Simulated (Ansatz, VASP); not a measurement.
## Cross-check of Ga3Cl7 (Ga3Cl7 (Pna2_1)) between VASP and Ansatz

Aim: how closely do two programs agree when they are given the same cell, functional and k mesh? The structure shown is the start of the Ansatz relaxation below; VASP solves that cell, so the two are compared at the walk's first step.

Method: plane waves, with VASP 6.6.1 beside it; single point at PBEsol, in Ansatz 0.2.0.

**1. The starting structure**

Symmetry: Pna2_1, No. 33, orthorhombic system. Conventional cell: a = 12.002 Å, b = 8.917 Å, c = 10.547 Å, α = 90.00°, β = 90.00°, γ = 90.00°. Nearest to Ga lie 2 Cl at 2.88 to 2.96 Å. Nearest to Ga lie 4 Cl at 2.15 to 2.29 Å. Nearest to Ga lie 4 Cl at 2.14 to 2.33 Å. Cl has 1 Ga at 2.15 Å nearest. Nearest to Cl lie 1 Ga at 2.17 Å. Nearest to Cl lie 1 Ga at 2.16 Å. Farther neighbours and most contacts between anions are not listed.

**2. Ansatz: relaxation, PBEsol**

Ansatz runs on its default PAW (the set named soft_2) files.

The two programs are compared at the cell with which this relaxation starts, whose forces are those of its first step.

input.yaml reads:

```yaml
crystal:
  lattice:
    - [12.0021163, 0.0, 0.0]
    - [0.0, 8.9174607, 0.0]
    - [0.0, 0.0, 10.5470208]
  atoms:
    - { symbol: Ga, position: [0.40774507, 0.8610281, 0.15805641] }
    - { symbol: Ga, position: [0.67733132, 0.0697167, 0.99563359] }
    - { symbol: Ga, position: [0.17733132, 0.4302833, 0.99563359] }
    - { symbol: Ga, position: [0.61773579, 0.61897092, 0.75947549] }
    - { symbol: Ga, position: [0.32266868, 0.9302833, 0.49563359] }
    - { symbol: Ga, position: [0.38226421, 0.38102908, 0.25947549] }
    - { symbol: Ga, position: [0.11773579, 0.88102908, 0.75947549] }
    - { symbol: Ga, position: [0.82266868, 0.5697167, 0.49563359] }
    - { symbol: Ga, position: [0.09225493, 0.3610281, 0.65805641] }
    - { symbol: Ga, position: [0.59225493, 0.1389719, 0.65805641] }
    - { symbol: Ga, position: [0.90774507, 0.6389719, 0.15805641] }
    - { symbol: Ga, position: [0.88226421, 0.11897092, 0.25947549] }
    - { symbol: Cl, position: [0.21038754, 0.96146062, 0.33893595] }
    - { symbol: Cl, position: [0.34863937, 0.12540223, 0.61536771] }
    - { symbol: Cl, position: [0.49312868, 0.19963356, 0.30833362] }
    - { symbol: Cl, position: [0.74166227, 0.74300612, 0.62595717] }
    - { symbol: Cl, position: [0.78472611, 0.02747096, 0.41030017] }
    - { symbol: Cl, position: [0.47518875, 0.82514003, 0.42875851] }
    - { symbol: Cl, position: [0.97518875, 0.67485997, 0.42875851] }
    - { symbol: Cl, position: [0.0371568, 0.047084, 0.63828138] }
    - { symbol: Cl, position: [0.50687132, 0.80036644, 0.80833362] }
    - { symbol: Cl, position: [0.28472611, 0.47252904, 0.41030017] }
    - { symbol: Cl, position: [0.24166227, 0.75699388, 0.62595717] }
    - { symbol: Cl, position: [0.4628432, 0.547084, 0.13828138] }
    - { symbol: Cl, position: [0.71527389, 0.52747096, 0.91030017] }
    - { symbol: Cl, position: [0.78961246, 0.03853938, 0.83893595] }
    - { symbol: Cl, position: [0.84863937, 0.37459777, 0.61536771] }
    - { symbol: Cl, position: [0.00687132, 0.69963356, 0.80833362] }
    - { symbol: Cl, position: [0.25833773, 0.25699388, 0.12595717] }
    - { symbol: Cl, position: [0.21527389, 0.97252904, 0.91030017] }
    - { symbol: Cl, position: [0.02481125, 0.32514003, 0.92875851] }
    - { symbol: Cl, position: [0.9628432, 0.952916, 0.13828138] }
    - { symbol: Cl, position: [0.65136063, 0.87459777, 0.11536771] }
    - { symbol: Cl, position: [0.15136063, 0.62540223, 0.11536771] }
    - { symbol: Cl, position: [0.75833773, 0.24300612, 0.12595717] }
    - { symbol: Cl, position: [0.28961246, 0.46146062, 0.83893595] }
    - { symbol: Cl, position: [0.52481125, 0.17485997, 0.92875851] }
    - { symbol: Cl, position: [0.5371568, 0.452916, 0.63828138] }
    - { symbol: Cl, position: [0.99312868, 0.30036644, 0.30833362] }
    - { symbol: Cl, position: [0.71038754, 0.53853938, 0.33893595] }
basis:
  ecutwfc: 420
  xc_grid: 2
hamiltonian:
  xc: pbesol
kpoints:
  mp_grid: { grid: [3, 3, 3] }
scf:
  occupations: { method: fermi_dirac, width: 0.01 }
  max_iter: 150
output:
  forces: true
  stress: true
relax:
  f_tol: 0.01
  max_steps: 60
  cell: {}
checkpoint:
  write: "../pbesol.run"
  compress: false
  write_wavefunctions: false
  write_every: 100000
```

Command:

```
$ ansatz run input.yaml --threads 4 --pin off --max-ram 6594MiB --backend cpu --events-out ev --progress --plain --runs-dir out
```

Numbers of over 12 decimals in the logs are rounded to 6 here.

Output:

```text
Engine: ansatz 0.2.0, x86_64-unknown-linux-gnu
Pseudopotentials: kind: paw
Pseudopotential: Ga, paw, valence charge 13, recommended cutoff 420 eV (normal), Ga.paw.azcp
Pseudopotential: Cl, paw, valence charge 7, recommended cutoff 420 eV (normal), Cl.paw.azcp
Functional definition: PBEsol
  exchange = pbesol_x
  correlation = pbesol_c
Crystal: 40 atoms, lattice volume = 1128.831 Å³
Basis set: ecut = 420 eV, 22043 PW (Γ), exchange–correlation on 162×120×144 points (8 copies of the dense FFT grid, shifted against one another)
Bands: 216, of which v1, the nominal top of the filled ones, is band 176 counted from 1 (175 counted from 0)
Symmetry: 4 space group operations
Space group: Pna21 (ITA 33), of the structure as read, at distance tolerance 1.0e-4 Å
k-points: 8 of 27 (time reversal used)
Non-local potential: Ga, projectors of the file, l = 0: 2, l = 1: 2, l = 2: 3, l = 3: 1
Non-local potential: Cl, projectors of the file, l = 0: 2, l = 1: 2, l = 2: 2
PAW form: soft (Blöchl's): semilocal exchange-correlation on the pseudo side does not see the compensation charge
PAW frozen core: Ga, regenerated for the run's functional, and the local potential with it (the file was generated under x = pbe(κ = 0.804, μ = 0.219515), c = pbe(β = 0.066725))
PAW frozen core: Cl, regenerated for the run's functional, and the local potential with it (the file was generated under x = pbe(κ = 0.804, μ = 0.219515), c = pbe(β = 0.066725))
PAW one-centre angular grid: Ga, 590 points (default); XC on 64 Gauss nodes
PAW one-centre angular grid: Cl, 110 points (default); XC on 64 Gauss nodes
Initial density: superposition of atomic densities (neutral atoms: chi_scale 0, normalization atom), corrected by the library's trained network
Initial wavefunctions: pseudopotential atomic-orbital guess
Functional: x = pbesol(κ = 0.804, μ = 0.123457), c = pbesol(β = 0.046)
SCF iter   1: F=—  HF=-74661.652809 eV  |F-HF|=—  |Δ(HF+E_count)|=         —  Δρ=3.73e-3  dr2=2.41e-1  ethr=1.77e-3  ⟨swp⟩=6.0  Hψ=6658  notcnv=0  defer=55
preconditioner: auto → Resta (q_TF=auto, 2.247 Å⁻¹)  ε∞=3.3  [insulator: Δε(μ)=3.889 eV  Ē_g=13.727 eV  σ=0.010 eV  W_gap=1.00  n_scr=216 (ndim 8)  ℏωp=20.7 eV  f_vac=0.111  D(μ)=0.00/eV (n_scr^D=0)  ε∞_Penn≈3.3]
SCF iter   2: F=—  HF=-74661.594264 eV  |F-HF|=—  |Δ(HF+E_count)|=   5.85e-2  Δρ=1.36e-3  dr2=3.13e-2  ethr=6.85e-5  ⟨swp⟩=3.0  Hψ=3454  notcnv=0  defer=266
SCF iter   3: F=—  HF=-74661.591592 eV  |F-HF|=—  |Δ(HF+E_count)|=   2.67e-3  Δρ=4.45e-4  dr2=2.82e-3  ethr=8.90e-6  ⟨swp⟩=2.6  Hψ=2232  notcnv=0  defer=266
SCF iter   4: F=—  HF=-74661.592692 eV  |F-HF|=—  |Δ(HF+E_count)|=   1.10e-3  Δρ=2.23e-4  dr2=5.70e-4  ethr=8.01e-7  ⟨swp⟩=2.0  Hψ=2912  notcnv=0  defer=266
SCF iter   5: F=—  HF=-74661.592672 eV  |F-HF|=—  |Δ(HF+E_count)|=   2.00e-5  Δρ=5.62e-5  dr2=4.29e-5  ethr=1.62e-7  ⟨swp⟩=2.0  Hψ=2870  notcnv=0  defer=266
SCF iter   6: F=—  HF=-74661.593268 eV  |F-HF|=—  |Δ(HF+E_count)|=   5.96e-4  Δρ=1.89e-5  dr2=5.38e-6  ethr=1.22e-8  ⟨swp⟩=2.0  Hψ=2832  notcnv=0  defer=266
SCF iter   7: F=—  HF=-74661.593273 eV  |F-HF|=—  |Δ(HF+E_count)|=   4.99e-6  Δρ=6.68e-6  dr2=5.72e-7  ethr=1.53e-9  ⟨swp⟩=2.0  Hψ=2870  notcnv=0  defer=266
SCF iter   8: F=—  HF=-74661.593274 eV  |F-HF|=—  |Δ(HF+E_count)|=   5.54e-7  Δρ=3.44e-6  dr2=1.37e-7  ethr=2.84e-11  ⟨swp⟩=4.0  Hψ=5975  notcnv=0
SCF iter   9: F=-74661.593274 eV  HF=-74661.593274 eV  |F-HF|=4.29e-8  |Δ(HF+E_count)|=   4.76e-8  Δρ=1.10e-6  dr2=1.97e-8  ethr=2.84e-11  ⟨swp⟩=3.5  Hψ=4590  notcnv=0
SCF 1 converged in 9 iterations: F = -74661.593274 eV  dr2 = 1.97e-8
  greatest PAW one-centre occupation: 0.996 electrons in one spin orbital (limit 2), on the Ga atom at site 7 (counted from 0), in its partial waves of l = 2
relax step   1: F+E_penalty+E_count = -74661.59327377 eV  Δ(F+E_penalty+E_count) = +0.000e0 eV  max|allowed force component| = 9.741e-2 eV/Å  Δτ_max = 0.0000 Å  P = -0.185 GPa  Ω = 1128.831 Å³  (9 SCF iters, dr2 threshold 1.00e-7 eV, accepted)
Crystal: 40 atoms, lattice volume = 1115.367 Å³
Basis set: ecut = 420 eV, 21779 PW (Γ), exchange–correlation on 162×120×144 points (8 copies of the dense FFT grid, shifted against one another)
Initial density: handed on by an earlier stage of this run
Initial wavefunctions: those handed on with the density
iter 1 solved again at ethr=6.15e-5 eV; its pass at ethr=3.10e-3 eV (dr2=2.17e-1 eV) is discarded
SCF iter   1: F=—  HF=-74661.711307 eV  |F-HF|=—  |Δ(HF+E_count)|=         —  Δρ=6.96e-3  dr2=2.21e-1  ethr=6.15e-5  ⟨swp⟩=3.6  Hψ=7812  notcnv=0
preconditioner: auto → Resta (q_TF=auto, 2.251 Å⁻¹)  ε∞=3.3  [insulator: Δε(μ)=3.772 eV  Ē_g=13.808 eV  σ=0.010 eV  W_gap=1.00  n_scr=216 (ndim 8)  ℏωp=20.9 eV  f_vac=0.102  D(μ)=0.00/eV (n_scr^D=0)  ε∞_Penn≈3.3]
[...]
SCF iter   3: F=—  HF=-74661.735118 eV  |F-HF|=—  |Δ(HF+E_count)|=   9.42e-3  Δρ=3.42e-5  dr2=6.34e-7  ethr=2.48e-9  ⟨swp⟩=2.0  Hψ=3455  notcnv=0
SCF iter   4: F=—  HF=-74661.735505 eV  |F-HF|=—  |Δ(HF+E_count)|=   3.87e-4  Δρ=3.99e-6  dr2=9.48e-8  ethr=1.80e-10  ⟨swp⟩=2.0  Hψ=3136  notcnv=0
SCF iter   5: F=—  HF=-74661.735507 eV  |F-HF|=—  |Δ(HF+E_count)|=   1.98e-6  Δρ=1.62e-6  dr2=3.06e-8  ethr=2.69e-11  ⟨swp⟩=2.0  Hψ=3136  notcnv=0
[...]
SCF converged after 8 iterations
Free energy (F): -74661.735508 eV
Harris-Foulkes:  -74661.735508 eV  (|F-HF|=1.31e-10)
Internal energy: -74661.735508 eV  (E = F + TS)
E sigma→0 (E₀):  -74661.735508 eV
Fermi energy:    2.942294 eV
--- Per-component energies (eV) ---
  E_band       = -2433.398327
  E_kinetic    = 5856.890698
  E_local      = -40367.153569  (includes V_loc(G=0)·N_el)
  E_nonlocal   = 5937.085733
  E_hartree    = 17534.056542
  E_xc         = -3763.254746
  E_vxc        = -4059.044817  (∫ρ·V_xc dr)
  E_paw        = -41369.911785  (= ΣΔE_a)
  E_vpaw       = -4869.290961  (= ΣTr[D̂ρ^β])
  E_aug_tail   = 0.001233  (compensation charges beyond the density's cutoff)
  E_ewald      = -18502.001448
  E_core_change = 12.551833  (= ΣΔE_core)
  E_smearing   = -0.000000  (= −TS)
  E_closure    = -0.000000  (closes the sum)
  Σ components = -74661.735508   (vs F -74661.735508, Δ=0.00e0)
--- Forces (eV/Å), atoms counted from 1 ---
  atom   1  Ga     0.00096060    -0.00172524    -0.00056640
  atom   2  Ga     0.00188091     0.00282422     0.00553886
  atom   3  Ga     0.00188091    -0.00282422     0.00553886
  atom   4  Ga     0.00230365    -0.00117582     0.00166326
  atom   5  Ga    -0.00188091    -0.00282422     0.00553886
  atom   6  Ga    -0.00230365     0.00117582     0.00166326
  atom   7  Ga     0.00230365     0.00117582     0.00166326
  atom   8  Ga    -0.00188091     0.00282422     0.00553886
  atom   9  Ga    -0.00096060    -0.00172524    -0.00056640
  atom  10  Ga    -0.00096060     0.00172524    -0.00056640
  atom  11  Ga     0.00096060     0.00172524    -0.00056640
  atom  12  Ga    -0.00230365    -0.00117582     0.00166326
  atom  13  Cl    -0.00530606     0.00161343    -0.00330160
  atom  14  Cl    -0.00109267    -0.00125107    -0.00102328
  atom  15  Cl     0.00012714     0.00038227    -0.00135008
  atom  16  Cl     0.00212018    -0.00242138    -0.00183481
  atom  17  Cl     0.00265003    -0.00110286    -0.00096760
  atom  18  Cl     0.00519691    -0.00217734    -0.00068205
  atom  19  Cl     0.00519691     0.00217734    -0.00068205
  atom  20  Cl     0.00115689    -0.00200008     0.00252334
  atom  21  Cl    -0.00012714    -0.00038227    -0.00135008
  atom  22  Cl     0.00265003     0.00110286    -0.00096760
  atom  23  Cl     0.00212018     0.00242138    -0.00183481
  atom  24  Cl    -0.00115689    -0.00200008     0.00252334
[...]
atom  33  Cl     0.00109267     0.00125107    -0.00102328
  atom  34  Cl     0.00109267    -0.00125107    -0.00102328
  atom  35  Cl    -0.00212018    -0.00242138    -0.00183481
  atom  36  Cl     0.00530606     0.00161343    -0.00330160
  atom  37  Cl    -0.00519691     0.00217734    -0.00068205
  atom  38  Cl     0.00115689     0.00200008     0.00252334
  atom  39  Cl     0.00012714    -0.00038227    -0.00135008
  atom  40  Cl    -0.00530606    -0.00161343    -0.00330160
  max |Σ_I F_I| component: 1.47e-6 eV/Å
--- Stress (GPa, compression-positive) ---
       -0.000959      -0.000000      -0.000000
       -0.000000      -0.001112       0.000000
       -0.000000       0.000000       0.016767
  P = ⅓ Tr σ = 0.0049 GPa (0.049 kbar)
--- Relaxed structure (14 steps of the walk, 12 accepted, 1 SCFs on fresh bases) ---
  F+E_penalty+E_count = -74661.73550794 eV   max|allowed force component| = 5.539e-3 eV/Å   (the final SCF, on the basis selected at the relaxed cell)
  cell:  # Å, volume = 1158.4822 Å³
    - [12.182212, 0.0, 0.0]
    - [0.0, 8.667841, 0.0]
    - [0.0, 0.0, 10.971153]
  atoms:
    - { symbol: Ga, position: [0.400626, 0.894867, 0.181835] }
    - { symbol: Ga, position: [0.670037, 0.063190, 0.997116] }
    - { symbol: Ga, position: [0.170037, 0.436810, 0.997116] }
    - { symbol: Ga, position: [0.634398, 0.620540, 0.752609] }
    - { symbol: Ga, position: [0.329963, 0.936810, 0.497116] }
    - { symbol: Ga, position: [0.365602, 0.379460, 0.252609] }
    - { symbol: Ga, position: [0.134398, 0.879460, 0.752609] }
    - { symbol: Ga, position: [0.829963, 0.563190, 0.497116] }
    - { symbol: Ga, position: [0.099374, 0.394867, 0.681835] }
    - { symbol: Ga, position: [0.599374, 0.105133, 0.681835] }
    - { symbol: Ga, position: [0.900626, 0.605133, 0.181835] }
    - { symbol: Ga, position: [0.865602, 0.120540, 0.252609] }
    - { symbol: Cl, position: [0.214688, 0.977769, 0.351473] }
    - { symbol: Cl, position: [0.365213, 0.129250, 0.616376] }
    - { symbol: Cl, position: [0.479421, 0.192657, 0.291407] }
    - { symbol: Cl, position: [0.753293, 0.747476, 0.619794] }
    - { symbol: Cl, position: [0.769205, 0.042512, 0.402877] }
    - { symbol: Cl, position: [0.474571, 0.823474, 0.421858] }
    - { symbol: Cl, position: [0.974571, 0.676526, 0.421858] }
    - { symbol: Cl, position: [0.057320, 0.057798, 0.643755] }
    - { symbol: Cl, position: [0.520579, 0.807343, 0.791407] }
    - { symbol: Cl, position: [0.269205, 0.457488, 0.402877] }
    - { symbol: Cl, position: [0.253293, 0.752524, 0.619794] }
    - { symbol: Cl, position: [0.442680, 0.557798, 0.143755] }
    - { symbol: Cl, position: [0.730795, 0.542512, 0.902877] }
    - { symbol: Cl, position: [0.785312, 0.022231, 0.851473] }
    - { symbol: Cl, position: [0.865213, 0.370750, 0.616376] }
    - { symbol: Cl, position: [0.020579, 0.692657, 0.791407] }
    - { symbol: Cl, position: [0.246707, 0.252524, 0.119794] }
    - { symbol: Cl, position: [0.230795, 0.957488, 0.902877] }
    - { symbol: Cl, position: [0.025429, 0.323474, 0.921858] }
    - { symbol: Cl, position: [0.942680, 0.942202, 0.143755] }
    - { symbol: Cl, position: [0.634787, 0.870750, 0.116376] }
    - { symbol: Cl, position: [0.134787, 0.629250, 0.116376] }
    - { symbol: Cl, position: [0.746707, 0.247476, 0.119794] }
    - { symbol: Cl, position: [0.285312, 0.477769, 0.851473] }
    - { symbol: Cl, position: [0.525429, 0.176526, 0.921858] }
    - { symbol: Cl, position: [0.557320, 0.442202, 0.643755] }
    - { symbol: Cl, position: [0.979421, 0.307343, 0.291407] }
    - { symbol: Cl, position: [0.714688, 0.522231, 0.351473] }
```

(Continued in part 2 of 2.)

[Lines on the potential files, build, host, timing and source positions are cut from VASP's logs without a mark.]

[Logs are printed without paths, hosts, clocks, repeated set-up lines and the standing remarks that a program may print on its own settings, such as how far it seeks lower states.]

[Hosts, paths, dates, database ids (printed as entryN), source tags and the programs' standing remarks are cut or masked in the printed files.]
